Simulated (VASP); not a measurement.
All values below come from PBEsol GGA, VASP's PBE PAW potentials (set 64) (plane waves; VASP 6.6.1).

A VASP calculation is set up with these files.

### KPOINTS
```
k-points along high-symmetry lines
15
Line-mode
Reciprocal
  0.000000   0.000000   0.000000 ! GAMMA
  0.000000   0.500000   0.000000 ! X

  0.000000   0.500000   0.000000 ! X
  0.500000   0.500000   0.000000 ! M

  0.500000   0.500000   0.000000 ! M
  0.000000   0.000000   0.000000 ! GAMMA

  0.000000   0.000000   0.000000 ! GAMMA
  0.500000   0.500000   0.500000 ! R

  0.500000   0.500000   0.500000 ! R
  0.000000   0.500000   0.000000 ! X

  0.500000   0.500000   0.500000 ! R
  0.500000   0.500000   0.000000 ! M
```

File POSCAR:
```
KTaO3
1
    3.9900000000     0.0000000000     0.0000000000
    0.0000000000     3.9900000000     0.0000000000
    0.0000000000     0.0000000000     3.9900000000
K Ta O
1 1 3
Direct
  0.0000000000   0.0000000000   0.0000000000
  0.5000000000   0.5000000000   0.5000000000
  0.5000000000   0.0000000000   0.5000000000
  0.0000000000   0.5000000000   0.5000000000
  0.5000000000   0.5000000000   0.0000000000
```

**INCAR**
```
ALGO  =  Normal
EDIFF  =  1E-7
ENCUT  =  520
GGA  =  PS
ICHARG  =  11
ISMEAR  =  0
LASPH  =  .True.
LCHARG  =  .False.
LMAXMIX  =  6
LORBIT  =  11
LREAL  =  .False.
LWAVE  =  .False.
NELM  =  100
PREC  =  Accurate
SIGMA  =  0.05
SYSTEM  =  KTaO3
```

POTCAR, in this order: K_sv Ta_pv O (PBE.64 set). Program: vasp_std. Read from the step before: CHGCAR.

The run wrote:

### OSZICAR
```
       N       E                     dE             d eps       ncg     rms          rms(c)
DAV:   1     0.321618711433E+03    0.32162E+03   -0.21725E+04  4140   0.169E+03
DAV:   2    -0.224489945011E+02   -0.34407E+03   -0.33846E+03  4933   0.444E+02
DAV:   3    -0.411255777164E+02   -0.18677E+02   -0.18432E+02  5267   0.967E+01
DAV:   4    -0.416791510150E+02   -0.55357E+00   -0.55324E+00  7290   0.148E+01
DAV:   5    -0.416831171782E+02   -0.39662E-02   -0.39657E-02  5342   0.110E+00
DAV:   6    -0.416832307713E+02   -0.11359E-03   -0.11359E-03  6354   0.127E-01
DAV:   7    -0.416832322351E+02   -0.14638E-05   -0.14637E-05  5433   0.165E-02
DAV:   8    -0.416832322636E+02   -0.28543E-07   -0.28465E-07  5194   0.208E-03
   1 F= -.41683232E+02 E0= -.41683232E+02  d E =-.645119E-13
```

**OUTCAR**
```
 val. band max:        1.6544897977   @ k =   0.5000   0.5000   0.5000

 cond. band min:       3.7358339743   @ k =   0.0000   0.0000   0.0000



 k-point     1 :       0.0000    0.0000    0.0000
  band No.  band energies     occupation
      1     -32.4164      2.00000
      2     -32.4164      2.00000
      3     -32.4164      2.00000
      4     -25.4649      2.00000
      5     -15.8260      2.00000
      6     -15.0994      2.00000
      7     -15.0994      2.00000
      8      -9.0916      2.00000
      9      -9.0916      2.00000
     10      -9.0916      2.00000
     11      -0.7932      2.00000
     12      -0.7932      2.00000
     13      -0.7932      2.00000
     14       0.5822      2.00000
     15       0.5822      2.00000
     16       0.5822      2.00000
     17       1.0309      2.00000
     18       1.0309      2.00000
     19       1.0309      2.00000
     20       3.7358      0.00000
     21       3.7358      0.00000
     22       3.7358      0.00000
     23       8.2693      0.00000

 k-point     2 :       0.0000    0.0357    0.0000
  band No.  band energies     occupation
      1     -32.4175      2.00000
      2     -32.4163      2.00000
      3     -32.4163      2.00000
      4     -25.4645      2.00000
      5     -15.8215      2.00000
      6     -15.0991      2.00000
      7     -15.0931      2.00000
      8      -9.0911      2.00000
      9      -9.0911      2.00000
     10      -9.0898      2.00000
     11      -0.8228      2.00000
     12      -0.7948      2.00000
     13      -0.7948      2.00000
     14       0.5613      2.00000
     15       0.5613      2.00000
     16       0.5757      2.00000
     17       0.9847      2.00000
     18       1.0198      2.00000
     19       1.0198      2.00000
     20       3.7378      0.00000
     21       3.7816      0.00000
     22       3.7816      0.00000
     23       8.1264      0.00000

 k-point     3 :       0.0000    0.0714    0.0000
  band No.  band energies     occupation
...
```

The density is held fixed in this step, so its total energy and stress have no physical meaning. Unless said otherwise, spin-orbit coupling is left out, though it shifts the bands of the heavy elements here.

The compound is KTaO3 in the cubic perovskite structure. The cell was not relaxed at this level.
